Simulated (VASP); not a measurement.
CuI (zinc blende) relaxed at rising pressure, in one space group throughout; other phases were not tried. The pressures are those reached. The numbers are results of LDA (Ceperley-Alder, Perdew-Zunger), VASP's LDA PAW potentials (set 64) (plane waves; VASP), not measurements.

| P (GPa) | V (Å³/atom) | k-mesh |
|---|---|---|
| -0.08 | 25.253 | 8×8×8 |
| 5.05 | 23.475 | 8×8×8 |
| 9.91 | 22.212 | 8×8×8 |
| 19.88 | 20.482 | 8×8×8 |
| 29.88 | 19.281 | 9×9×9 |

A change of mesh leaves a small step in the series.

**Question.** Fit an equation of state and predict the volume at 44.85 GPa.

**Answer.** Least squares on the third-order Birch-Murnaghan form, P = (3B0/2)(y⁷ − y⁵)[1 + (3/4)(B′ − 4)(y² − 1)] with y = (V0/V)^(1/3), gives V0 = 25.241 Å³/atom, B0 = 57 GPa and B′ = 4.9, and so 17.975 Å³/atom. The run gave 17.968 Å³/atom, -0.0 % from the fit.

Pressures at which the relaxation failed are left out.

The compound is CuI in the zinc blende structure.
